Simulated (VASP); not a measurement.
# Cd on the Tm site in a supercell of TmSb, part 4 of 5

Aim: the formation energy and local structure of Cd on the Tm site in TmSb. The start is a cell from a database of measured crystal structures.

VASP 6.6.1, plane waves and PAW; the level of theory is named at each step.

Still holding for the runs below: The k-mesh is coarse for a metal.

So far. Step 5 (Reference Tm): The run ended after 4 ionic steps, 0.021 eV below its first step, once forces and stress met EDIFFG = -0.02. Step 5 (Reference Tm): Energy at zero smearing: -9.79486 eV.

The database entry behind the starting cell differs from later determinations by our own check (an axis about 0.4 % long against later determinations), so it need not match the best structure at ambient conditions.

### Step 6. Reference Sb

This step: PBEsol; plane waves and PAW (Sb) (VASP 6.6.1).

System of this step: Sb. The structure is trigonal, space group R-3m (No. 166). The conventional cell has a = 4.345 Å, b = 4.345 Å, c = 11.243 Å, α = 90.00°, β = 90.00°, γ = 120.00°. Sb has 3 Sb at 2.92 Å nearest.

Sb is not exchanged here; its energy serves the host's formation enthalpy.

Contents of INCAR:

```
SYSTEM = Sb
PREC = Normal
ENCUT = 300
EDIFF = 1E-05
NELM = 120
ISMEAR = 0
SIGMA = 0.1
LREAL = Auto
ALGO = Fast
GGA = PS
NBANDS = 11
LORBIT = 11
LWAVE = .FALSE.
LCHARG = .FALSE.
KPAR = 4
IBRION = 2
NSW = 25
ISIF = 3
EDIFFG = -0.02
POTIM = 0.4
```

Contents of POSCAR:

```
Sb
1.0
    3.9521431270     -2.1727090702      0.0000000000
    3.9521431270      2.1727090702      0.0000000000
    2.7576862078      0.0000000000      3.5686505544
Sb
2
Direct
    0.7670000000      0.7670000000      0.7670000000
    0.2330000000      0.2330000000      0.2330000000
```

Contents of KPOINTS:

```
Automatic mesh
0
Gamma
8 8 8
0 0 0
```

PAW data sets: Sb (PBE family, release 64).

Command:

```
$ mpirun -np 4 vasp_std
```

The program printed:

```text
[banner, memory and clock lines left out]
running    4 mpi-ranks, on    1 nodes
 distrk:  each k-point on    1 cores,    4 groups
 distr:  one band on    1 cores,    1 groups

 POSCAR found type information on POSCAR Sb
 POSCAR found :  1 types and       2 ions
 [... a notice as in an earlier step ...]

 [... a notice as in an earlier step ...]

 LDA part: xc-table for (Slater+PW92), standard interpolation
 POSCAR, INCAR and KPOINTS ok, starting setup
 FFT: planning ... GRIDC
 FFT: planning ... GRID_SOFT
 FFT: planning ... GRID
 WAVECAR not read
 entering main loop
       N       E                     dE             d eps       ncg     rms          rms(c)
DAV:   1     0.221630267754E+02    0.22163E+02   -0.26664E+03  1430   0.457E+02
DAV:   2    -0.789164942826E+01   -0.30055E+02   -0.28983E+02  1938   0.928E+01
DAV:   3    -0.912232072327E+01   -0.12307E+01   -0.12245E+01  1718   0.206E+01
DAV:   4    -0.913189629250E+01   -0.95756E-02   -0.95749E-02  1592   0.226E+00
DAV:   5    -0.913200160792E+01   -0.10532E-03   -0.10532E-03  1649   0.243E-01    0.286E+00
RMM:   6    -0.912157365393E+01    0.10428E-01   -0.17284E-03  1430   0.287E-01    0.171E+00
RMM:   7    -0.911534944010E+01    0.62242E-02   -0.56959E-03  1430   0.518E-01    0.551E-02
RMM:   8    -0.911543028736E+01   -0.80847E-04   -0.56175E-04  1432   0.200E-01    0.208E-02
RMM:   9    -0.911544932558E+01   -0.19038E-04   -0.11474E-04  1418   0.891E-02    0.786E-03
RMM:  10    -0.911545060547E+01   -0.12799E-05   -0.20536E-05  1007   0.380E-02
   1 F= -.91154506E+01 E0= -.91148111E+01  d E =-.911545E+01
 curvature:   0.00 expect dE= 0.000E+00 dE for cont linesearch  0.000E+00
 trial: gam= 0.00000 g(F)=  0.225E-02 g(S)=  0.273E-02 ort = 0.000E+00 (trialstep = 0.100E+01)
 search vector abs. value=  0.498E-02
 bond charge predicted
       N       E                     dE             d eps       ncg     rms          rms(c)
DAV:   1    -0.912110086976E+01   -0.56515E-02   -0.10070E-01  1553   0.149E+00    0.194E-01
RMM:   2    -0.911956376936E+01    0.15371E-02   -0.20238E-03  1430   0.309E-01    0.119E-01
RMM:   3    -0.911873663041E+01    0.82714E-03   -0.14504E-03  1430   0.202E-01    0.175E-02
RMM:   4    -0.911874394196E+01   -0.73116E-05   -0.99116E-05  1430   0.733E-02
   2 F= -.91187439E+01 E0= -.91180153E+01  d E =-.329334E-02
[...]
3 F= -.91191654E+01 E0= -.91183976E+01  d E =-.371482E-02
[...]
4 F= -.91208902E+01 E0= -.91200626E+01  d E =-.172478E-02
[...]
5 F= -.91209750E+01 E0= -.91201359E+01  d E =-.180955E-02
[...]
6 F= -.91209773E+01 E0= -.91201361E+01  d E =-.181185E-02
 curvature:  -0.82 expect dE=-0.831E-04 dE for cont linesearch -0.934E-07
 trial: gam= 0.07045 g(F)=  0.194E-05 g(S)=  0.990E-04 ort = 0.194E-04 (trialstep = 0.115E+01)
 search vector abs. value=  0.120E-03
 bond charge predicted
       N       E                     dE             d eps       ncg     rms          rms(c)
DAV:   1    -0.912108791658E+01   -0.11099E-03   -0.23581E-03  1583   0.249E-01    0.229E-02
RMM:   2    -0.912107435862E+01    0.13558E-04   -0.74514E-05  1423   0.601E-02    0.141E-02
RMM:   3    -0.912106621182E+01    0.81468E-05   -0.17373E-05  1125   0.251E-02
   7 F= -.91210662E+01 E0= -.91202359E+01  d E =-.889357E-04
 trial-energy change:   -0.000089  1 .order   -0.000087   -0.000118   -0.000056
 step:   2.1805(harm=  2.1805)  dis= 0.00072  next Energy=    -9.121089 (dE=-0.112E-03)
 reached required accuracy - stopping structural energy minimisation
```

Elapsed: 10 s, on 4 MPI ranks of Intel Xeon Platinum 8259CL at 2.50GHz (Skylake/Cascade Lake), shared host; peak memory 0.52 GiB; 38 s of CPU time.

OUTCAR, selected parts (step 6):

```text
   k-points           NKPTS =     65   k-points in BZ     NKDIM =     65   number of bands    NBANDS=     11

   ENCUT  =  300.0 eV  22.05 Ry    4.70 a.u.   6.37  6.37  6.37*2*pi/ulx,y,z

   NELECT =      10.0000    total number of electrons

 E-fermi :   7.1724

 k-point     1 :       0.0000    0.0000    0.0000
  band No.  band energies     occupation
      1      -5.5648      2.00000
      2       2.3591      2.00000
      3       5.1800      2.00000
      4       5.3272      2.00000
      5       5.3272      2.00000
      6       9.3425      0.00000
      7       9.8948      0.00000
      8       9.8948      0.00000
      9      12.1123      0.00000
     10      12.1123      0.00000
    ...

  Total       -0.0276875      0.0084930      0.0044397      0.0000000      0.0000000     -0.0121099
  in kB       -0.7359452      0.2257465      0.1180085      0.0000000      0.0000000     -0.3218862
  external PRESSURE =      -0.1307301 kB  Pullay stress =       0.0000000 kB

 POSITION                                       TOTAL-FORCE (eV/Angst)
 -----------------------------------------------------------------------------------
      8.07535      0.00000      2.70289         0.002873      0.000000      0.000962
      2.47870      0.00000      0.82964        -0.002873     -0.000000     -0.000962
 -----------------------------------------------------------------------------------
    total drift:                                0.000000      0.000000      0.000000

  FREE ENERGIE OF THE ION-ELECTRON SYSTEM (eV)
  ---------------------------------------------------
  free  energy   TOTEN  =        -9.1210662118 eV

  energy  without entropy=       -9.1194055428  energy(sigma->0) =       -9.12023588

[... 1 part as in an earlier step ...]

[... 15 further parts left out ...]
```

The run keeps the 12 symmetry operations of its start, so it cannot find a distortion of lower symmetry.

Relaxation path:

| step | energy less that of the first step (eV) | largest force (eV/Å) | pressure (GPa) | volume (Å³) |
| --- | --- | --- | --- | --- |
| 1 | 0.0000 | 0.1707 | -0.56 | 61.29 |
| 2 | -0.0033 | 0.1487 | 0.09 | 60.53 |
| 3 | -0.0037 | 0.1270 | 0.33 | 60.16 |
| 4 | -0.0054 | 0.0257 | 0.06 | 60.29 |
| 5 | -0.0055 | 0.0021 | -0.02 | 60.32 |
| 6 | -0.0055 | 0.0050 | -0.04 | 60.33 |
| 7 | -0.0056 | 0.0030 | -0.01 | 60.28 |

| conventional cell, symmetrised | before | after | change |
| --- | --- | --- | --- |
| a (Å) | 4.345 | 4.331 | -0.3 % |
| b (Å) | 4.345 | 4.331 | -0.3 % |
| c (Å) | 11.243 | 11.130 | -1.0 % |
| volume (Å³/atom) | 30.64 | 30.14 | -1.6 % |

The atoms that moved most (Å, as changes of fractional coordinates times the final cell):

| atom | dx | dy | dz | length |
| --- | --- | --- | --- | --- |
| Sb1 | -0.020 | 0.000 | -0.007 | 0.021 |
| Sb2 | 0.020 | 0.000 | 0.007 | 0.021 |

Final coordinates:

```cif
data_structure
_symmetry_space_group_name_H-M 'P 1'
_symmetry_Int_Tables_number 1
_cell_length_a 4.4740
_cell_length_b 4.4740
_cell_length_c 4.4740
_cell_angle_alpha 57.903
_cell_angle_beta 57.903
_cell_angle_gamma 57.903
_cell_volume 60.28
loop_
_atom_site_label
_atom_site_type_symbol
_atom_site_fract_x
_atom_site_fract_y
_atom_site_fract_z
_atom_site_occupancy
Sb1 Sb 0.76514 0.76514 0.76514 1
Sb2 Sb 0.23486 0.23486 0.23486 1
```

Numbers from this step:

```
electronic cycles       : 29
electrons               : 10
free energy (TOTEN)     : -9.121 eV
energy at zero smearing : -9.120 eV
Fermi energy            : 7.172 eV
```

The run ended after 7 ionic steps, 0.006 eV below its first step, once forces and stress met EDIFFG = -0.02.

Energy at zero smearing: -9.12024 eV.

(Part 4 of 5 ends here.)

[Lines on the potential files, build, host, timing and source positions are cut from VASP's logs without a mark.]

[Logs are printed without paths, hosts, clocks, repeated set-up lines and the standing remarks that a program may print on its own settings, such as how far it seeks lower states.]

[Hosts, paths, dates, database ids (printed as entryN), source tags and the programs' standing remarks are cut or masked in the printed files.]

[In band tables of VASP the shares of atoms and orbitals are scaled to a sum of 1 inside the atoms' spheres.]

[Runs that stopped without an error message from VASP are left out.]
